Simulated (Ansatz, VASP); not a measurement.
# ZnAu in two plane-wave programs, part 2 of 2

Aim: how closely do two programs agree when they are given the same cell, functional and k mesh? The cell is taken from a series of runs on this material, whose earlier steps may have relaxed, scaled, displaced or heated it; both programs get it as it stands.

VASP 6.6.1 and Ansatz 0.2.0.

So far: Set-up; Ansatz: zone-centre phonons, r2SCAN.

## (3) VASP: zone-centre phonons, r2SCAN

Level of this step: r2SCAN; plane waves and PAW (Zn, Au) (VASP).

The same cell, functional, mesh and smearing now go to VASP, with its own data sets.

Lines of VASP's logs that name or quote its potential files are left out, and so is its time.

INCAR

```
SYSTEM = ZnAu
PREC = Accurate
ENCUT = 550
EDIFF = 1E-08
NELM = 120
ISMEAR = 1
SIGMA = 0.2
LREAL = .FALSE.
ALGO = Normal
METAGGA = R2SCAN
LASPH = .TRUE.
NBANDS = 17
LORBIT = 11
LWAVE = .FALSE.
LCHARG = .FALSE.
ISIF = 2
IBRION = 6
NFREE = 2
POTIM = 0.015
NSW = 1
GGA_COMPAT = .FALSE.
LMIXTAU = .TRUE.
KPAR = 2
```

POSCAR

```
ZnAu
1.0
    3.1481093737      0.0000000000      0.0000000000
    0.0000000000      3.1481093737      0.0000000000
    0.0000000000      0.0000000000      3.1481093737
Zn Au
1 1
Direct
    0.5000000000      0.5000000000      0.5000000000
    0.0000000000      0.0000000000      0.0000000000
```

KPOINTS

```
Automatic mesh
0
Gamma
16 16 16
0 0 0
```

Potentials, in the order of the species: Zn and Au (PBE family, release 64).

Started as:

```console
$ mpirun -np 2 vasp_std
```

Numbers of over 12 decimals in the logs are rounded to 6 here.

The log of the run:

```text
[banner, memory and clock lines left out]
running    2 mpi-ranks, on    1 nodes
 distrk:  each k-point on    1 cores,    2 groups
 distr:  one band on    1 cores,    1 groups

 POSCAR found type information on POSCAR ZnAu
 POSCAR found :  2 types and       2 ions
|                                                                             |
|               ----> ADVICE to this user running VASP <----                  |
|                                                                             |
|     You enforced a specific xc type in the INCAR file but a different       |
|     [... a line on the potential file left out ...]
|     I HOPE YOU KNOW WHAT YOU ARE DOING!                                     |
|                                                                             |

 LDA part: xc-table for (None), standard interpolation
 POSCAR, INCAR and KPOINTS ok, starting setup
 FFT: planning ... GRIDC
 FFT: planning ... GRID_SOFT
 FFT: planning ... GRID
 WAVECAR not read
 entering main loop
       N       E                     dE             d eps       ncg     rms          rms(c)
DAV:   1     0.760307690456E+02    0.76031E+02   -0.12346E+04  5674   0.188E+03
DAV:   2    -0.600286857143E+02   -0.13606E+03   -0.13025E+03  5750   0.340E+02
DAV:   3    -0.654682106645E+02   -0.54395E+01   -0.53985E+01  6333   0.748E+01
DAV:   4    -0.655146710085E+02   -0.46460E-01   -0.46445E-01  6337   0.595E+00
DAV:   5    -0.655151915102E+02   -0.52050E-03   -0.52049E-03  6423   0.674E-01    0.899E+00
DAV:   6    -0.599124379698E+02    0.56028E+01   -0.48292E+00  5900   0.267E+01    0.677E+00
DAV:   7    -0.598801786255E+02    0.32259E-01   -0.27774E-01  5797   0.700E+00    0.363E+00
DAV:   8    -0.598902804623E+02   -0.10102E-01   -0.22118E-01  5767   0.525E+00    0.936E-01
DAV:   9    -0.599353983074E+02   -0.45118E-01   -0.34977E-02  5750   0.278E+00    0.235E-01
DAV:  10    -0.599365148266E+02   -0.11165E-02   -0.52921E-03  5985   0.730E-01    0.699E-02
DAV:  11    -0.599366979057E+02   -0.18308E-03   -0.25734E-03  5802   0.546E-01    0.539E-02
DAV:  12    -0.599369191293E+02   -0.22122E-03   -0.16141E-04  5707   0.133E-01    0.325E-02
DAV:  13    -0.599369088388E+02    0.10291E-04   -0.34797E-05  6400   0.788E-02    0.146E-02
DAV:  14    -0.599369336710E+02   -0.24832E-04   -0.35325E-05  5771   0.775E-02    0.356E-03
DAV:  15    -0.599369339621E+02   -0.29104E-06   -0.11349E-06  5964   0.144E-02    0.188E-03
DAV:  16    -0.599369335256E+02    0.43652E-06   -0.17867E-07  6217   0.477E-03    0.138E-03
DAV:  17    -0.599369318856E+02    0.16399E-05   -0.38633E-07  5845   0.672E-03    0.191E-04
DAV:  18    -0.599369320346E+02   -0.14898E-06   -0.16727E-08  4421   0.138E-03    0.155E-04
DAV:  19    -0.599369320652E+02   -0.30658E-07   -0.23675E-09  2942   0.514E-04    0.963E-05
DAV:  20    -0.599369320049E+02    0.60289E-07   -0.20492E-09  2902   0.467E-04    0.328E-05
DAV:  21    -0.599369320415E+02   -0.36547E-07   -0.61515E-10  2880   0.274E-04    0.107E-05
DAV:  22    -0.599369320372E+02    0.43378E-08   -0.32724E-11  2873   0.863E-05
   1 F= -.59936932E+02 E0= -.59937014E+02  d E =0.245000E-03
[...]
2 F= -.59936458E+02 E0= -.59936539E+02  d E =0.245629E-03
[...]
3 F= -.59936458E+02 E0= -.59936539E+02  d E =0.245631E-03
[...]
4 F= -.59936545E+02 E0= -.59936627E+02  d E =0.245700E-03
 Finite differences progress:
  Degree of freedom:   2/  2
  Displacement:        1/  2
  Total:               3/  4
 bond charge predicted
       N       E                     dE             d eps       ncg     rms          rms(c)
DAV:   1    -0.599208410575E+02    0.15704E-01   -0.40162E+00 13782   0.104E+01    0.108E-01
DAV:   2    -0.599360852901E+02   -0.15244E-01   -0.52191E-02 14358   0.180E+00    0.110E-01
DAV:   3    -0.599367215696E+02   -0.63628E-03   -0.12170E-03 15270   0.267E-01    0.927E-02
DAV:   4    -0.599359526176E+02    0.76895E-03   -0.18562E-03 14944   0.274E-01    0.286E-02
DAV:   5    -0.599364952467E+02   -0.54263E-03   -0.12724E-03 14587   0.289E-01    0.423E-02
DAV:   6    -0.599365415250E+02   -0.46278E-04   -0.21602E-04 14415   0.119E-01    0.194E-02
DAV:   7    -0.599365442238E+02   -0.26989E-05   -0.38629E-05 14768   0.369E-02    0.442E-03
DAV:   8    -0.599365446614E+02   -0.43754E-06   -0.25759E-06 15757   0.116E-02    0.960E-04
DAV:   9    -0.599365449026E+02   -0.24124E-06   -0.16583E-07 14713   0.361E-03    0.780E-04
DAV:  10    -0.599365450387E+02   -0.13612E-06   -0.15625E-07 14299   0.268E-03    0.355E-04
DAV:  11    -0.599365450564E+02   -0.17622E-07   -0.25939E-08 11439   0.134E-03    0.114E-04
DAV:  12    -0.599365450677E+02   -0.11390E-07   -0.57229E-09  8851   0.721E-04    0.806E-05
DAV:  13    -0.599365450706E+02   -0.28585E-08   -0.45292E-10  7042   0.168E-04
   5 F= -.59936545E+02 E0= -.59936627E+02  d E =0.245700E-03
 Finite differences progress:
  Degree of freedom:   2/  2
  Displacement:        2/  2
  Total:               4/  4
```

From OUTCAR (step 3):

```text
ion  position               nearest neighbor table
   1  0.500  0.500  0.500-   2 2.73   2 2.73   2 2.73   2 2.73   2 2.73   2 2.73   2 2.73   2 2.73

  LATTYP: Found a simple cubic cell.
 ALAT       =     3.1481093737

 Subroutine GETGRP returns: Found 48 space group operations
 (whereof 48 operations were pure point group operations)

The static configuration has the point symmetry O_h .

 Found    165 irreducible k-points:

   k-points           NKPTS =    165   k-points in BZ     NKDIM =    165   number of bands    NBANDS=     17

   dimension x,y,z NGX =    24 NGY =   24 NGZ =   24
   dimension x,y,z NGXF=    48 NGYF=   48 NGZF=   48

   ENCUT  =  550.0 eV  40.42 Ry    6.36 a.u.   6.02  6.02  6.02*2*pi/ulx,y,z

   NELECT =      23.0000    total number of electrons

 k-points in reciprocal lattice and weights: Automatic mesh
   0.00000000  0.00000000  0.00000000       0.000
   0.06250000  0.00000000  0.00000000       0.001
   0.12500000  0.00000000  0.00000000       0.001
   0.18750000  0.00000000  0.00000000       0.001
   0.25000000  0.00000000  0.00000000       0.001
   0.31250000  0.00000000  0.00000000       0.001
   0.37500000  0.00000000  0.00000000       0.001
   0.43750000  0.00000000  0.00000000       0.001
   0.50000000  0.00000000  0.00000000       0.001
[...]
0.50000000  0.50000000  0.43750000       0.001
   0.50000000  0.50000000  0.50000000       0.000

 average (electrostatic) potential at core
       1 -38.4221       2 -72.7346

 E-fermi :   6.9683

 k-point     1 :       0.0000    0.0000    0.0000
  band No.  band energies     occupation
    ...
      7       1.2203      2.00000
      8       1.2209      2.00000
      9       2.9721      2.00000
     10       2.9721      2.00000
     11       2.9723      2.00000
     12      12.2529      0.00000
     13      12.2529      0.00000
     14      12.2541      0.00000
     15      16.4117      0.00000
     16      19.4909      0.00000
    ...

 k-point     2 :       0.0625    0.0000    0.0000
  band No.  band energies     occupation
    ...
      7       1.2098      2.00000
      8       1.2404      2.00000
      9       2.9178      2.00000
     10       2.9178      2.00000
     11       2.9667      2.00000
     12      11.6499      0.00000
     13      12.3882      0.00000
     14      12.3882      0.00000
     15      16.7911      0.00000
     16      19.4193      0.00000
    ...

 k-point     3 :       0.1250    0.0000    0.0000
  band No.  band energies     occupation
    ...
      7       1.1774      2.00000
      8       1.2979      2.00000
      9       2.7679      2.00000
     10       2.7679      2.00000
     11       2.9505      2.00000
     12      10.3723     -0.00000
     13      12.7809      0.00000
     14      12.7809      0.00000
     15      17.3283      0.00000
     16      19.2151      0.00000
    ...

  Total        0.0627251      0.0646949      0.0646949      0.0000000     -0.0000000      0.0000000
  in kB        3.2210889      3.3222433      3.3222433      0.0000000     -0.0000000      0.0000000
  external PRESSURE =       3.2885252 kB  Pullay stress =       0.0000000 kB

  energy-cutoff  :      550.00
  volume of cell :       31.20
      direct lattice vectors                 reciprocal lattice vectors
     3.148109374  0.000000000  0.000000000     0.317650971  0.000000000  0.000000000
     0.000000000  3.148109374  0.000000000     0.000000000  0.317650971  0.000000000
     0.000000000  0.000000000  3.148109374     0.000000000  0.000000000  0.317650971

 POSITION                                       TOTAL-FORCE (eV/Angst)
 -----------------------------------------------------------------------------------
      1.57405      1.57405      1.57405        -0.051577     -0.000000      0.000000
     -0.01500      0.00000      0.00000         0.051577      0.000000     -0.000000
 -----------------------------------------------------------------------------------
    total drift:                                0.000538      0.000000      0.000000

  FREE ENERGIE OF THE ION-ELECTRON SYSTEM (eV)
  ---------------------------------------------------
  free  energy   TOTEN  =       -59.9365450706 eV

  energy  without entropy=      -59.9367907706  energy(sigma->0) =      -59.93662697

 Eigenvectors and eigenvalues of the dynamical matrix
 ----------------------------------------------------

   1 f  =    4.283965 THz    26.916945 2PiTHz  142.897684 cm-1    17.717047 meV
             X         Y         Z           dx          dy          dz
      1.574055  1.574055  1.574055     0.875916   -0.000000   -0.000000
      0.000000  0.000000  0.000000    -0.482463    0.000000    0.000000

   2 f  =    4.283965 THz    26.916945 2PiTHz  142.897684 cm-1    17.717047 meV
             X         Y         Z           dx          dy          dz
      1.574055  1.574055  1.574055     0.000000    0.875916   -0.000000
      0.000000  0.000000  0.000000    -0.000000   -0.482463    0.000000

   3 f  =    4.283965 THz    26.916945 2PiTHz  142.897684 cm-1    17.717047 meV
             X         Y         Z           dx          dy          dz
      1.574055  1.574055  1.574055    -0.000000   -0.000000   -0.875916
      0.000000  0.000000  0.000000     0.000000    0.000000    0.482463

   4 f/i=    0.082509 THz     0.518419 2PiTHz    2.752201 cm-1     0.341229 meV
             X         Y         Z           dx          dy          dz
      1.574055  1.574055  1.574055     0.341161    0.341145   -0.000000
      0.000000  0.000000  0.000000     0.619381    0.619352    0.000000

   5 f/i=    0.082509 THz     0.518419 2PiTHz    2.752201 cm-1     0.341229 meV
             X         Y         Z           dx          dy          dz
      1.574055  1.574055  1.574055    -0.000000   -0.000000   -0.482463
      0.000000  0.000000  0.000000     0.000000    0.000000   -0.875916

   6 f/i=    0.082509 THz     0.518419 2PiTHz    2.752201 cm-1     0.341229 meV
             X         Y         Z           dx          dy          dz
      1.574055  1.574055  1.574055     0.341145   -0.341161   -0.000000
      0.000000  0.000000  0.000000     0.619352   -0.619381    0.000000

 ELASTIC MODULI CONTR FROM IONIC RELAXATION (kBar)
 Direction    XX          YY          ZZ          XY          YZ          ZX
 --------------------------------------------------------------------------------
 XX           0.0000      0.0000      0.0000      0.0000      0.0000      0.0000
 YY           0.0000      0.0000      0.0000      0.0000      0.0000      0.0000
 ZZ           0.0000      0.0000      0.0000      0.0000      0.0000      0.0000
 XY           0.0000      0.0000      0.0000      0.0000      0.0000      0.0000
 YZ           0.0000      0.0000      0.0000      0.0000      0.0000      0.0000
 ZX           0.0000      0.0000      0.0000      0.0000      0.0000      0.0000
 --------------------------------------------------------------------------------

 total charge
# of ion       s       p       d       tot
------------------------------------------
    1        0.512   0.447   9.785  10.744
    2        0.629   0.402   8.720   9.751
--------------------------------------------------
tot          1.141   0.849  18.505  20.495

[... 3 further parts left out ...]
```

CONTCAR:

```
ZnAu
   1.00000000000000
     3.1481093737000001    0.0000000000000000    0.0000000000000000
     0.0000000000000000    3.1481093737000001    0.0000000000000000
     0.0000000000000000    0.0000000000000000    3.1481093737000001
  Zn              Au
     1     1
Direct
     0.5000000000000000    0.5000000000000000    0.5000000000000000
    -0.0047647645680018    0.0000000000000000    0.0000000000000000
```

This run has no spin polarisation. Its electron count is odd, so without a moment it is a metal by construction. The last energy, forces, stress and levels in OUTCAR belong to the last displaced cell, not to the cell of POSCAR.

Levels, forces or a CONTCAR printed for this step are those of its last displaced cell, not of the structure at rest.

## (4) Differences

Known differences besides the potentials themselves: VASP keeps PBE cores, Ansatz makes them for the functional; the data sets hold 31 valence electrons in Ansatz (on its default PAW (the set named soft_2) files) and 23 in VASP; the cutoff is 500 eV in Ansatz and 550 eV in VASP; VASP uses finite displacements, Ansatz perturbation theory. Total energies have different zeros and are not compared.

Compared:

| quantity | Ansatz | VASP | difference |
| --- | --- | --- | --- |
| optical mode 1 to 3 (cm⁻¹) | 135.8 | 142.9 | -5.00 % |

Modes are paired by rising frequency, not by their patterns, so a pair may set unlike modes beside each other; they are those without the splitting of longitudinal modes.

## (5) Outcome

```
r.m.s. difference of the optical zone-centre modes, each program's sorted by frequency (zone-centre phonons, r2SCAN) : 7.1 cm⁻¹
difference in optical mode 1 to 3 (zone-centre phonons, r2SCAN)                                                      : -5.0 %
```

**Reading.** The r.m.s. difference of the optical zone-centre modes, each program's sorted by frequency is 7.1 cm⁻¹ (zone-centre phonons, r2SCAN). The data sets hold unlike numbers of valence electrons (31 in Ansatz and 23 in VASP), so part of the differences comes from the potentials. Among the rows given in per cent, the largest difference of the zone-centre phonons, r2SCAN pair is in optical mode 1 to 3, -5.0 %. Such differences can come from data sets, numerical settings and the points named under the comparisons, not from the functional's error against experiment.

[Lines on the potential files, build, host, timing and source positions are cut from VASP's logs without a mark.]

[Logs are printed without paths, hosts, clocks, repeated set-up lines and the standing remarks that a program may print on its own settings, such as how far it seeks lower states.]

[Hosts, paths, dates, database ids (printed as entryN), source tags and the programs' standing remarks are cut or masked in the printed files.]
